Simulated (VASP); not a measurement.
Data:

```
MoSi2
1.0
   -1.60500     1.60500     3.92500
    1.60500    -1.60500     3.92500
    1.60500     1.60500    -3.92500
Si Mo
2 1
Direct
  0.64009   0.65044   0.95424
  0.35476   0.33914   0.01113
  0.00515   0.01042   0.03463
```

Calculation: PBEsol GGA, VASP's PBE PAW potentials (set 64) (plane waves; VASP 6.6.1). Run with 300 eV cut-off, 8×8×10 Γ-centred mesh shifted by (0.5, 0.5, 0.5), Gaussian smearing of 0.27 eV, potentials Si Mo_sv.

Predict the energy per atom (σ→0), largest force, band gap (on the k-mesh) with the smallest direct gap where there is one.

```json
{
 "band gap (on the k-mesh)": "none (metal, semimetal or under 0.01 eV)",
 "energy per atom (σ→0)": "-8293 meV/atom",
 "largest_force": "1.595 eV/Å"
}
```

Total energies compare only between runs with the same potentials, cut-off and functional.

The structure is a typed MoSi2 crystal. The cell was not relaxed at this level, atoms are displaced from their ideal sites.
